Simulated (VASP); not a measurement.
Given:

```xyz
1
Lattice="-1.1968 1.1968 1.1968 1.1968 -1.1968 1.1968 1.1968 1.1968 -1.1968" Properties=species:S:1:pos:R:3 pbc="T T T"
N      0.0000     0.0000     0.0000
```

The numbers are results of PBEsol GGA, VASP's PBE PAW potentials (set 64) (plane waves; VASP), not measurements. Numerical set-up: 520 eV cut-off, Gaussian smearing of 0.050 eV, potentials N.

Problem. Give the energies of bands 2 to 4 at the high-symmetry points, in eV from the Fermi level.

Solution. 
```tsv
band	Γ	H	N	P
2	4.79	-2.98	-8.73	-3.72
3	4.79	-2.98	1.47	-3.72
4	4.79	-2.98	4.00	-3.72
```

It has no gap at this level: it comes out as a metal or semimetal.

The structure was generated: N was put into the bcc type (Im-3m), which need not be its known phase. It was relaxed first, which changed the volume by -10 %.
